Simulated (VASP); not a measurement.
OSZICAR of a VASP run on HgTe (zinc blende):

File OSZICAR:
```
       N       E                     dE             d eps       ncg     rms          rms(c)
DAV:   1     0.101742297043E+03    0.10174E+03   -0.77820E+03  4486   0.112E+03
DAV:   2    -0.449071059535E+00   -0.10219E+03   -0.97297E+02  4911   0.258E+02
DAV:   3    -0.456411999546E+01   -0.41150E+01   -0.40932E+01  5411   0.539E+01
DAV:   4    -0.460486122062E+01   -0.40741E-01   -0.40731E-01  6104   0.491E+00
DAV:   5    -0.460498847670E+01   -0.12726E-03   -0.12726E-03  5491   0.254E-01    0.756E+00
DAV:   6    -0.438439310469E+01    0.22060E+00   -0.54724E-01  5161   0.110E+01    0.606E+00
DAV:   7    -0.437475600180E+01    0.96371E-02   -0.11049E-01  4946   0.263E+00    0.227E+00
DAV:   8    -0.437278614504E+01    0.19699E-02   -0.11109E-02  4616   0.143E+00    0.626E-01
DAV:   9    -0.437254006800E+01    0.24608E-03   -0.84028E-04  5431   0.362E-01    0.127E-01
DAV:  10    -0.437254797861E+01   -0.79106E-05   -0.84093E-05  4946   0.969E-02    0.538E-02
DAV:  11    -0.437255488518E+01   -0.69066E-05   -0.23278E-05  4881   0.450E-02    0.287E-02
DAV:  12    -0.437255369029E+01    0.11949E-05   -0.39640E-06  5116   0.190E-02    0.148E-02
DAV:  13    -0.437255368179E+01    0.84988E-08   -0.28219E-07  4886   0.393E-03
   1 F= -.43725537E+01 E0= -.43726218E+01  d E =0.204428E-03
```

Q: Which electronic solver shows in the log?

A: It is blocked Davidson (ALGO = Normal, or the opening steps of other solvers). The INCAR had ALGO = Normal.

Q: Can the final energy be trusted as converged?

A: Self-consistency was reached. It stopped with EDIFF = 1E-7, NELM = 100 (PBEsol GGA, plane waves, VASP's PBE PAW potentials (set 64)).

The compound is HgTe in the zinc blende structure. This cell was strained or had an atom moved on purpose.
